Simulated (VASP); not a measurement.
Write an ASE script for VASP 6.6.1 that does the following.

* Task: density of states
* Functional: TPSS
* Dispersion: D3
* Potentials or basis: VASP PAW PBE potentials, release 64 (Y_sv_GW, Rb_sv_GW, Mg_GW)
* Cutoff: 550 eV
* k mesh: 5 × 5 × 5
* Occupations: gaussian, width 0.02 eV
* Spin: no spin polarisation
* Monkhorst-Pack mesh: yes
* Further INCAR settings: ALGO = Normal; EDIFF = 1.00e-06

The structure of RbYMg6 lies in POSCAR:

```
RbYMg6
1.0
    5.4724020000      0.0000000000      0.0000000000
    0.0000000000      3.5283340000      5.8827210000
    0.0000000000     -3.5283340000      5.8827210000
Y Rb Mg
1 1 6
Direct
    0.5000000000      0.3493590000      0.3493590000
    0.0000000000      0.1483530000      0.1483530000
    0.0000000000      0.6653070000      0.6653070000
    0.0000000000      0.1752200000      0.6457080000
    0.0000000000      0.6457080000      0.1752200000
    0.5000000000      0.8423840000      0.8423840000
    0.5000000000      0.3526540000      0.8210160000
    0.5000000000      0.8210160000      0.3526540000
```

The cell comes from a database or a generator and needn't be the stable form of this composition.

One way to write it, as run:

run.py

```python
from ase.calculators.vasp import Vasp
from ase.dft.dos import DOS
from ase.io import read

atoms = read('POSCAR')
calc = Vasp(
    directory='calc',
    xc='tpss',
    pp='PBE',
    setups={'base': 'minimal', 'Y': '_sv_GW', 'Rb': '_sv_GW', 'Mg': '_GW'},
    prec='Accurate',
    encut=550,
    ediff=1e-06,
    ismear=0,
    sigma=0.02,
    lreal=False,
    lasph=True,
    nelm=60,
    algo='Normal',
    isif=2,
    lwave=False,
    lcharg=False,
    lmaxmix=4,
    lmixtau=True,
    ivdw=11,
    lorbit=11,
    kpts=[5, 5, 5],
    gamma=False,
)
atoms.calc = calc

print('energy (eV):', atoms.get_potential_energy())
print('free energy (eV):', atoms.get_potential_energy(force_consistent=True))
print('forces (eV/A):')
print(atoms.get_forces())
print('stress (eV/A^3, Voigt):', atoms.get_stress())
print('Fermi level (eV):', calc.get_fermi_level())
dos = DOS(calc, width=0.1, window=(-10, 10), npts=301)
print('E - E_F (eV), DOS (1/eV)')
for e, g in zip(dos.get_energies(), dos.get_dos()):
    print(f'{e:8.3f} {g:10.4f}')
```

Potentials or basis: VASP PAW PBE potentials, release 64 (Y_sv_GW, Rb_sv_GW, Mg_GW).

Launch:

```console
$ python run.py
```

Results of the run:

| Property | Result |
| --- | --- |
| Pressure | -1.4 GPa |
| Largest force | 0.189 eV/Å |
| Valence electrons inside the program's atomic spheres | Y 8.82; Rb 9.52; Mg 0.30, 0.34, 0.33 |
| Dispersion energy per atom | -0.293 eV |

Caveat: the PAW data sets were made with another functional, which shifts forces and pressure a little; pairwise dispersion overbinds metals, which lowers pressure and volume.

Wall time 11 min on 1 thread of Intel(R) Xeon(R) 6975P-C (Granite Rapids) (shared host), peak memory 0.54 GiB.
